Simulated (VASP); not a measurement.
# Driving VASP from ASE on LaAgSb2, part 3 of 4

Do ASE scripts that read LaAgSb2 from different structure formats give one answer, and do several routes find one equilibrium volume? All runs use LDA. Left out of this account: at least 1 further run (self-consistent run: a reference on another mesh). The start is a computed cell from the Materials Project.

VASP 6.6.1; LDA; plane waves and PAW (La, Ag, Sb).

So far. Step 3 (Total energy, forces and stress (LDA, through ASE), try …): The energy lies +5.82 meV an atom from the first script, on another mesh.

## 4. Relaxing cell and atoms (LDA, through ASE)

Properties are meant for the cell that this level of theory prefers, so cell and atoms are relaxed first (ISIF = 3) until forces and stress are small; EDIFFG sets the threshold.

run.py

```python
import numpy as np
from ase.calculators.vasp import Vasp
from ase import Atoms

atoms = Atoms(['La', 'La', 'Ag', 'Ag', 'Sb', 'Sb', 'Sb', 'Sb'],
              cell=[[4.40346175, 0.0, 0.0], [0.0, 4.40346175, 0.0], [0.0, 0.0, 11.06681976]],
              scaled_positions=[[0.0, 0.5, 0.262993], [0.5, 0.0, 0.737007], [0.0, 0.0, 0.0], [0.5, 0.5, 0.0], [0.0, 0.5, 0.83331236], [0.5, 0.0, 0.16668764], [0.0, 0.0, 0.5], [0.5, 0.5, 0.5]],
              pbc=True)

calc = Vasp(
    xc='lda',
    pp='LDA',
    prec='Accurate',
    encut=400,
    ediff=1e-06,
    nelm=100,
    ismear=-1,
    sigma=0.05,
    lreal=False,
    algo='Normal',
    nbands=40,
    lasph=True,
    lorbit=11,
    lwave=False,
    lcharg=False,
    kpar=8,
    ibrion=2,
    nsw=60,
    isif=3,
    ediffg=-0.01,
    pp_version='64',
    setups={'La': '', 'Ag': '', 'Sb': ''},
    kpts=(7, 7, 3),
    gamma=True,
    txt='vasp.out',
)
atoms.calc = calc

print("energy (eV):", round(atoms.get_potential_energy(), 6))
print("Fermi level (eV):", round(calc.get_fermi_level(), 4))
print("forces (eV/A):")
print(np.round(atoms.get_forces(), 4))
print("stress (GPa, Voigt, tension positive):", np.round(atoms.get_stress() * 160.21766, 3))
print("cell (A, degrees):", np.round(atoms.cell.cellpar(), 4))
print("volume (A^3):", round(atoms.get_volume(), 4))
print("positions:")
print(np.round(atoms.get_scaled_positions(), 5))
```

The projector-augmented-wave data sets are La, Ag and Sb (LDA family, release 64).

Run with:

```
> export ASE_VASP_COMMAND="mpirun -np 8 vasp_std"
> python run.py
```

The log of the run:

```text
energy (eV): -44.23647
Fermi level (eV): 8.6462
forces (eV/A):
[[ 0.     -0.      0.0049]
 [-0.      0.     -0.0049]
 [ 0.      0.      0.    ]
 [-0.     -0.      0.    ]
 [-0.      0.     -0.0019]
 [ 0.     -0.      0.0019]
 [ 0.     -0.      0.    ]
 [ 0.      0.      0.    ]]
stress (GPa, Voigt, tension positive): [ 0.002  0.002 -0.03  -0.     0.    -0.   ]
cell (A, degrees): [ 4.3558  4.3558 10.4911 90.     90.     90.    ]
volume (A^3): 199.0485
positions:
[[0.      0.5     0.25872]
 [0.5     0.      0.74128]
 [0.      0.      0.     ]
 [0.5     0.5     0.     ]
 [0.      0.5     0.83059]
 [0.5     0.      0.16941]
 [0.      0.      0.5    ]
 [0.5     0.5     0.5    ]]
```

The job ended after 1.9 min (8 MPI ranks of Intel Xeon 6975P-C (Granite Rapids), shared host; peak memory 2.6 GiB).

ASE turned this into the INCAR:

```
ENCUT = 400.000000
SIGMA = 0.050000
EDIFF = 1.00e-06
EDIFFG = -1.00e-02
ALGO = Normal
PREC = Accurate
IBRION = 2
ISIF = 3
ISMEAR = -1
KPAR = 8
LORBIT = 11
NBANDS = 40
NELM = 100
NSW = 60
LASPH = .TRUE.
LCHARG = .FALSE.
LWAVE = .FALSE.
LREAL = .FALSE.
```

ASE turned this into the KPOINTS:

```
KPOINTS created by Atomic Simulation Environment
0
Gamma
7 7 3
0 0 0
```

vasp.out:

```text
[banner, memory and clock lines left out]
running    8 mpi-ranks, on    1 nodes
 distrk:  each k-point on    1 cores,    8 groups
 distr:  one band on    1 cores,    1 groups

 POSCAR found type information on POSCAR LaAgSb
 POSCAR found :  3 types and       8 ions
 [... a notice as in an earlier step ...]

 LDA part: xc-table for (Slater(with rela. corr.)+CA(PZ))
 , standard interpolation
 POSCAR, INCAR and KPOINTS ok, starting setup
 FFT: planning ... GRIDC
 FFT: planning ... GRID_SOFT
 FFT: planning ... GRID
 WAVECAR not read
 entering main loop
       N       E                     dE             d eps       ncg     rms          rms(c)
DAV:   1     0.548065110975E+03    0.54807E+03   -0.19804E+04  1600   0.155E+03
DAV:   2     0.824356138075E+02   -0.46563E+03   -0.42997E+03  1944   0.324E+02
DAV:   3    -0.233027083590E+02   -0.10574E+03   -0.10053E+03  2296   0.160E+02
DAV:   4    -0.439303626056E+02   -0.20628E+02   -0.19205E+02  3024   0.648E+01
DAV:   5    -0.457307393978E+02   -0.18004E+01   -0.17731E+01  2808   0.204E+01    0.104E+01
DAV:   6    -0.440442582655E+02    0.16865E+01   -0.23963E+01  2792   0.349E+01    0.889E+00
DAV:   7    -0.440505095149E+02   -0.62512E-02   -0.33641E+00  2584   0.128E+01    0.491E+00
DAV:   8    -0.440007667628E+02    0.49743E-01   -0.74261E-01  2744   0.516E+00    0.162E+00
DAV:   9    -0.439867501246E+02    0.14017E-01   -0.88699E-02  2600   0.223E+00    0.248E-01
DAV:  10    -0.439862591523E+02    0.49097E-03   -0.15007E-02  2912   0.744E-01    0.132E-01
DAV:  11    -0.439863210807E+02   -0.61928E-04   -0.10115E-03  2568   0.178E-01    0.432E-02
DAV:  12    -0.439863259143E+02   -0.48336E-05   -0.22336E-04  2840   0.100E-01    0.161E-02
DAV:  13    -0.439863275937E+02   -0.16793E-05   -0.22633E-05  2432   0.260E-02    0.571E-03
DAV:  14    -0.439863276018E+02   -0.80981E-08   -0.26283E-06  1576   0.121E-02
   1 F= -.43986328E+02 E0= -.43975855E+02  d E =-.439863E+02
 curvature:   0.00 expect dE= 0.000E+00 dE for cont linesearch  0.000E+00
 trial: gam= 0.00000 g(F)=  0.382E-02 g(S)=  0.744E+00 ort = 0.000E+00 (trialstep = 0.100E+01)
 search vector abs. value=  0.748E+00
 bond charge predicted
       N       E                     dE             d eps       ncg     rms          rms(c)
DAV:   1    -0.510823015444E+02   -0.70960E+01   -0.15029E+02  2056   0.867E+01    0.171E+01
DAV:   2    -0.450395436862E+02    0.60428E+01   -0.36184E+01  2504   0.607E+01    0.685E+00
DAV:   3    -0.443426501701E+02    0.69689E+00   -0.35651E+00  2512   0.165E+01    0.285E+00
DAV:   4    -0.441079737012E+02    0.23468E+00   -0.17563E+00  2648   0.794E+00    0.129E+00
DAV:   5    -0.440901595261E+02    0.17814E-01   -0.29757E-01  2704   0.432E+00    0.772E-01
DAV:   6    -0.440924639270E+02   -0.23044E-02   -0.50221E-02  2792   0.130E+00    0.368E-01
DAV:   7    -0.440918393963E+02    0.62453E-03   -0.15779E-02  2816   0.886E-01    0.175E-01
DAV:   8    -0.440921231101E+02   -0.28371E-03   -0.24715E-03  2656   0.290E-01    0.605E-02
DAV:   9    -0.440921505121E+02   -0.27402E-04   -0.33956E-04  2856   0.126E-01    0.596E-02
DAV:  10    -0.440921447465E+02    0.57656E-05   -0.38256E-05  2640   0.394E-02    0.196E-02
DAV:  11    -0.440921435029E+02    0.12436E-05   -0.13023E-05  2424   0.201E-02    0.681E-03
DAV:  12    -0.440921433338E+02    0.16906E-06   -0.11573E-06  1304   0.111E-02
   2 F= -.44092143E+02 E0= -.44085396E+02  d E =-.105816E+00
[... from here on, the cycles between the ionic steps are left out ...]
   3 F= -.44217993E+02 E0= -.44209678E+02  d E =-.231666E+00
   4 F= -.44217944E+02 E0= -.44209674E+02  d E =-.231617E+00
   5 F= -.44231336E+02 E0= -.44221954E+02  d E =-.133920E-01
   6 F= -.44246240E+02 E0= -.44233441E+02  d E =-.282957E-01
   7 F= -.44248104E+02 E0= -.44234968E+02  d E =-.186389E-02
   8 F= -.44248338E+02 E0= -.44235288E+02  d E =-.209814E-02
   9 F= -.44249151E+02 E0= -.44236376E+02  d E =-.812700E-03
 trial-energy change:   -0.000813  1 .order   -0.000851   -0.002918    0.001216
 step:   0.9718(harm=  0.9884)  dis= 0.00598  next Energy=   -44.249338 (dE=-0.100E-02)
 bond charge predicted
       N       E                     dE             d eps       ncg     rms          rms(c)
DAV:   1    -0.442500620242E+02   -0.91082E-03   -0.58442E-02  2384   0.164E+00    0.195E-01
DAV:   2    -0.442494319624E+02    0.63006E-03   -0.49851E-03  2424   0.561E-01    0.740E-02
DAV:   3    -0.442493649869E+02    0.66976E-04   -0.43800E-04  2840   0.154E-01    0.425E-02
DAV:   4    -0.442493393800E+02    0.25607E-04   -0.79289E-05  2792   0.550E-02    0.130E-02
DAV:   5    -0.442493366531E+02    0.27269E-05   -0.16480E-05  2520   0.289E-02    0.974E-03
DAV:   6    -0.442493367737E+02   -0.12062E-06   -0.30001E-06  1696   0.140E-02
  10 F= -.44249337E+02 E0= -.44236470E+02  d E =-.998807E-03
 curvature:  -0.78 expect dE=-0.852E-05 dE for cont linesearch -0.123E-06
 trial: gam= 0.01771 g(F)=  0.265E-05 g(S)=  0.823E-05 ort =-0.228E-04 (trialstep = 0.131E+01)
 search vector abs. value=  0.111E-04
 reached required accuracy - stopping structural energy minimisation
```

From OUTCAR (step 4):

```text
 Found     20 irreducible k-points:

   NELECT =      64.0000    total number of electrons

 E-fermi :   8.6462

 k-point     1 :       0.0000    0.0000    0.0000
  band No.  band energies     occupation
    ...
     26       5.7806      2.00000
     27       7.2785      2.00000
     28       7.2785      2.00000
     29       7.4472      2.00000
     30       8.0825      1.99997
     31       8.9860      0.00223
     32       9.0800      0.00034
     33       9.0800      0.00034
     34      10.1024      0.00000
     35      10.5559      0.00000
    ...

 k-point     2 :       0.1429    0.0000    0.0000
  band No.  band energies     occupation
    ...
     28       7.2878      2.00000
     29       7.3475      2.00000
     30       8.3629      1.99309
     31       8.5404      1.78475
     32       8.6978      0.52473
     33       9.4739      0.00000
     34      10.0124      0.00000
     35      10.3894      0.00000
     36      10.4973      0.00000
     37      10.5856      0.00000
    ...

  Total       -0.0023265     -0.0023265      0.0367885      0.0000000      0.0000000     -0.0000000
  in kB       -0.0187264     -0.0187264      0.2961173      0.0000000      0.0000000     -0.0000000
  external PRESSURE =       0.0862215 kB  Pullay stress =       0.0000000 kB

  energy-cutoff  :      400.00
  volume of cell :      199.05
      direct lattice vectors                 reciprocal lattice vectors
     4.355806182 -0.000000000  0.000000000     0.229578626  0.000000000 -0.000000000
     0.000000000  4.355806182  0.000000000    -0.000000000  0.229578626  0.000000000
     0.000000000 -0.000000000 10.491117153    -0.000000000  0.000000000  0.095318734

 POSITION                                       TOTAL-FORCE (eV/Angst)
 -----------------------------------------------------------------------------------
      0.00000      2.17790      2.71430         0.000000     -0.000000      0.004896
      2.17790      4.35581      7.77682        -0.000000      0.000000     -0.004896
      0.00000      0.00000      0.00000         0.000000      0.000000      0.000000
      2.17790      2.17790      0.00000        -0.000000     -0.000000      0.000000
      0.00000      2.17790      8.71380        -0.000000      0.000000     -0.001863
      2.17790      4.35581      1.77732         0.000000     -0.000000      0.001863
      0.00000     -0.00000      5.24556         0.000000     -0.000000      0.000000
      2.17790      2.17790      5.24556         0.000000      0.000000      0.000000
 -----------------------------------------------------------------------------------
    total drift:                                0.000000      0.000000      0.000000

  FREE ENERGIE OF THE ION-ELECTRON SYSTEM (eV)
  ---------------------------------------------------
  free  energy   TOTEN  =       -44.2493367737 eV

  energy  without entropy=      -44.2236031322  energy(sigma->0) =      -44.23646995

 reached required accuracy - stopping structural energy minimisation

 total charge
# of ion       s       p       d       f       tot
--------------------------------------------------
    1        2.026   5.629   0.780   0.160   8.595
    2        2.026   5.629   0.780   0.160   8.595
    3        0.427   0.377   9.138   0.000   9.943
    4        0.427   0.377   9.138   0.000   9.943
    5        1.136   1.364   0.036   0.000   2.536
    6        1.136   1.364   0.036   0.000   2.536
    7        1.181   1.256   0.036   0.000   2.473
    8        1.181   1.256   0.036   0.000   2.473
--------------------------------------------------
tot          9.540  17.254  19.980   0.320  47.094

[... 8 parts as in an earlier step ...]

[... 5 further parts left out ...]
```

CONTCAR:

```
La Ag Sb
   1.00000000000000
     4.3558061820212419   -0.0000000000000000    0.0000000000000000
     0.0000000000000000    4.3558061820212419    0.0000000000000000
     0.0000000000000000   -0.0000000000000000   10.4911171526774059
  La              Ag              Sb
     2     2     4
Direct
     0.0000000000000000    0.5000000000000000    0.2587237313756221
     0.5000000000000000    1.0000000000000000    0.7412762686243778
     0.0000000000000000    0.0000000000000000    0.0000000000000000
     0.5000000000000000    0.5000000000000000    0.0000000000000000
     0.0000000000000000    0.5000000000000000    0.8305881858901792
     0.5000000000000000    1.0000000000000000    0.1694118141098207
     0.0000000000000000    0.0000000000000000    0.5000000000000000
     0.5000000000000000    0.5000000000000000    0.5000000000000000
```

The run keeps the 16 symmetry operations of its start, so it cannot find a distortion of lower symmetry.

Relaxation path:

```csv
step,energy less that of the first step (eV),largest force (eV/Å),pressure (GPa),volume (Å³)
1,0.0000,0.1624,-4.77,214.59
2,-0.1058,0.4036,4.51,190.71
3,-0.2317,0.1569,0.02,200.26
4,-0.2316,0.1569,0.12,199.98
5,-0.2450,0.1494,0.13,199.69
6,-0.2599,0.1132,0.19,198.73
7,-0.2618,0.0272,-0.34,199.92
8,-0.2620,0.0487,-0.23,199.63
9,-0.2628,0.0295,0.09,198.79
10,-0.2630,0.0049,0.01,199.05
```

```csv
"conventional cell, symmetrised",before,after,change
a (Å),4.403,4.356,-1.1 %
b (Å),4.403,4.356,-1.1 %
c (Å),11.067,10.491,-5.2 %
volume (Å³/atom),26.82,24.88,-7.2 %
```

The atoms that moved most (Å, as changes of fractional coordinates times the final cell):

```csv
atom,dx,dy,dz,length
La1,0.000,0.000,-0.045,0.045
La2,0.000,0.000,0.045,0.045
Sb5,0.000,0.000,-0.029,0.029
Sb6,0.000,0.000,0.029,0.029
```

The relaxed structure:

```
La Ag Sb
1.0
     4.35581    0.00000    0.00000
     0.00000    4.35581    0.00000
     0.00000    0.00000   10.49112
La Ag Sb
2 2 4
Direct
  0.00000 0.50000 0.25872
  0.50000 0.00000 0.74128
  0.00000 0.00000 0.00000
  0.50000 0.50000 0.00000
  0.00000 0.50000 0.83059
  0.50000 0.00000 0.16941
  0.00000 0.00000 0.50000
  0.50000 0.50000 0.50000
```

Numbers from this step:

| Property | Result |
| --- | --- |
| irreducible k-points | 20 |
| free energy (TOTEN) | -44.25 eV |
| energy at zero smearing | -44.24 eV |
| Fermi energy | 8.646 eV |
| pressure | 0.008622 GPa |
| SCF cycles over all ionic steps | 85 |

It ends with a largest force of 0.005 eV/Å and a pressure of 0.01 GPa.

## 5. Energy against volume, from ASE (LDA)

An ASE loop scales the volume at fixed shape and fractional positions and fits the energies, which gives the bulk modulus of a clamped cell from energies alone.

run.py

```python
import numpy as np
from ase.calculators.vasp import Vasp
from ase.io import read
from ase.eos import EquationOfState
from ase.units import GPa

atoms = read('structure.vasp')

calc = Vasp(
    xc='lda',
    pp='LDA',
    prec='Accurate',
    encut=400,
    ediff=1e-06,
    nelm=100,
    ismear=-1,
    sigma=0.05,
    lreal=False,
    algo='Normal',
    nbands=40,
    lasph=True,
    lorbit=11,
    lwave=False,
    lcharg=False,
    kpar=8,
    isif=2,
    pp_version='64',
    setups={'La': '', 'Ag': '', 'Sb': ''},
    kpts=(7, 7, 3),
    gamma=True,
    txt='vasp.out',
)
atoms.calc = calc

cell, volumes, energies = atoms.get_cell(), [], []
for x in [0.94, 0.96, 0.98, 1.0, 1.02, 1.04, 1.06]:
    atoms.set_cell(cell * x ** (1 / 3), scale_atoms=True)
    volumes.append(atoms.get_volume())
    energies.append(atoms.get_potential_energy())
    print(f"{x:.2f}  V = {volumes[-1]:.4f} A^3  E = {energies[-1]:.6f} eV")
v0, e0, b0 = EquationOfState(volumes, energies, eos="birchmurnaghan").fit()
print(f"V0 = {v0:.4f} A^3  E0 = {e0:.6f} eV  B0 = {b0 / GPa:.2f} GPa")
```

structure.vasp

```
LaAgSb2
1.0
    4.4034617500      0.0000000000      0.0000000000
    0.0000000000      4.4034617500      0.0000000000
    0.0000000000      0.0000000000     11.0668197600
La Ag Sb
2 2 4
Direct
    0.0000000000      0.5000000000      0.2629930000
    0.5000000000      0.0000000000      0.7370070000
    0.0000000000      0.0000000000      0.0000000000
    0.5000000000      0.5000000000      0.0000000000
    0.0000000000      0.5000000000      0.8333123600
    0.5000000000      0.0000000000      0.1666876400
    0.0000000000      0.0000000000      0.5000000000
    0.5000000000      0.5000000000      0.5000000000
```

The log of the run:

```text
<dir> UserWarning: The minimum volume of your fit is not in your volumes.  You may not have a minimum in your dataset!
  warnings.warn(
0.94  V = 201.7154 A^3  E = -44.196824 eV
0.96  V = 206.0073 A^3  E = -44.161202 eV
0.98  V = 210.2991 A^3  E = -44.085987 eV
1.00  V = 214.5909 A^3  E = -43.975855 eV
1.02  V = 218.8827 A^3  E = -43.834816 eV
1.04  V = 223.1745 A^3  E = -43.666491 eV
1.06  V = 227.4663 A^3  E = -43.474235 eV
V0 = 200.3863 A^3  E0 = -44.199023 eV  B0 = 81.08 GPa
```

The job ended after 96 s (8 MPI ranks; peak memory 2.5 GiB; 12 min of CPU time).

ASE turned this into the INCAR:

```
ENCUT = 400.000000
SIGMA = 0.050000
EDIFF = 1.00e-06
ALGO = Normal
PREC = Accurate
ISIF = 2
ISMEAR = -1
KPAR = 8
LORBIT = 11
NBANDS = 40
NELM = 100
LASPH = .TRUE.
LCHARG = .FALSE.
LWAVE = .FALSE.
LREAL = .FALSE.
```

The KPOINTS that ASE wrote:

```
KPOINTS created by Atomic Simulation Environment
0
Gamma
7 7 3
0 0 0
```

vasp.out (the last of its runs):

```text
[banner, memory and clock lines left out]
running    8 mpi-ranks, on    1 nodes
 distrk:  each k-point on    1 cores,    8 groups
 distr:  one band on    1 cores,    1 groups

 POSCAR found type information on POSCAR LaAgSb
 POSCAR found :  3 types and       8 ions
 [... a notice as in an earlier step ...]

 LDA part: xc-table for (Slater(with rela. corr.)+CA(PZ))
 , standard interpolation
 POSCAR, INCAR and KPOINTS ok, starting setup
 FFT: planning ... GRIDC
 FFT: planning ... GRID_SOFT
 FFT: planning ... GRID
 WAVECAR not read
 WARNING: random wavefunctions but no delay for mixing, default for NELMDL
 entering main loop
       N       E                     dE             d eps       ncg     rms          rms(c)
DAV:   1     0.545849057557E+03    0.54585E+03   -0.19549E+04  1600   0.152E+03
DAV:   2     0.861942538573E+02   -0.45965E+03   -0.42810E+03  1936   0.318E+02
DAV:   3    -0.215394013639E+02   -0.10773E+03   -0.10202E+03  2312   0.161E+02
DAV:   4    -0.429702191263E+02   -0.21431E+02   -0.20133E+02  3104   0.649E+01
DAV:   5    -0.448969151214E+02   -0.19267E+01   -0.18114E+01  2872   0.197E+01    0.939E+00
DAV:   6    -0.435293303263E+02    0.13676E+01   -0.19540E+01  2768   0.308E+01    0.792E+00
DAV:   7    -0.435391286707E+02   -0.97983E-02   -0.26910E+00  2584   0.111E+01    0.440E+00
DAV:   8    -0.434990260021E+02    0.40103E-01   -0.63526E-01  2720   0.458E+00    0.145E+00
DAV:   9    -0.434864271294E+02    0.12599E-01   -0.81830E-02  2736   0.208E+00    0.206E-01
DAV:  10    -0.434862802986E+02    0.14683E-03   -0.10731E-02  2864   0.578E-01    0.109E-01
DAV:  11    -0.434863242409E+02   -0.43942E-04   -0.74827E-04  2624   0.156E-01    0.418E-02
DAV:  12    -0.434863238679E+02    0.37296E-06   -0.16204E-04  2776   0.862E-02    0.956E-03
DAV:  13    -0.434863253245E+02   -0.14566E-05   -0.19443E-05  2600   0.239E-02    0.452E-03
DAV:  14    -0.434863253849E+02   -0.60469E-07   -0.17458E-06  1480   0.104E-02
   1 F= -.43486325E+02 E0= -.43474235E+02  d E =-.241799E-01
```

From OUTCAR (step 5):

```text
   ENCUT  =  400.0 eV  29.40 Ry    5.42 a.u.   7.32  7.32 18.40*2*pi/ulx,y,z

   NELECT =      64.0000    total number of electrons

 E-fermi :   7.0113

 k-point     1 :       0.0000    0.0000    0.0000
  band No.  band energies     occupation
    ...
     26       4.4251      2.00000
     27       5.9661      2.00000
     28       5.9661      2.00000
     29       6.2084      2.00000
     30       6.4101      1.99999
     31       7.3749      0.00139
     32       7.3749      0.00139
     33       7.4679      0.00022
     34       8.3383      0.00000
     35       8.5262      0.00000
    ...

  Total      -10.7640777    -10.7640777    -11.0824774      0.0000000      0.0000000     -0.0000000
  in kB      -75.8176375    -75.8176375    -78.0603108      0.0000000      0.0000000     -0.0000000
  external PRESSURE =     -76.5651952 kB  Pullay stress =       0.0000000 kB

 POSITION                                       TOTAL-FORCE (eV/Angst)
 -----------------------------------------------------------------------------------
      0.00000      2.24491      2.96758         0.000000     -0.000000     -0.078931
      2.24491      0.00000      8.31629        -0.000000     -0.000000      0.078931
      0.00000      0.00000      0.00000        -0.000000      0.000000      0.000000
      2.24491      2.24491      0.00000         0.000000     -0.000000      0.000000
      0.00000      2.24491      9.40299         0.000000      0.000000      0.314330
      2.24491      0.00000      1.88088        -0.000000     -0.000000     -0.314330
      0.00000      0.00000      5.64194        -0.000000      0.000000      0.000000
      2.24491      2.24491      5.64194        -0.000000     -0.000000      0.000000
 -----------------------------------------------------------------------------------
    total drift:                                0.000000      0.000000      0.000000

  FREE ENERGIE OF THE ION-ELECTRON SYSTEM (eV)
  ---------------------------------------------------
  free  energy   TOTEN  =       -43.4863253849 eV

  energy  without entropy=      -43.4621454804  energy(sigma->0) =      -43.47423543

[... 4 parts as in an earlier step ...]

[... 12 further parts left out ...]
```

The minimum lies outside the volumes of the loop, so the fit is an extrapolation and is not used; the loop should be centred on a relaxed cell.

(Continued in part 4 of 4.)

[Lines on the potential files, build, host, timing and source positions are cut from VASP's logs without a mark.]

[Logs are printed without paths, hosts, clocks, repeated set-up lines and the standing remarks that a program may print on its own settings, such as how far it seeks lower states.]

[Hosts, paths, dates, database ids (printed as entryN), source tags and the programs' standing remarks are cut or masked in the printed files.]

[A measured line is paired with the nearest computed mode of its activity, which favours agreement.]

[In band tables of VASP the shares of atoms and orbitals are scaled to a sum of 1 inside the atoms' spheres.]
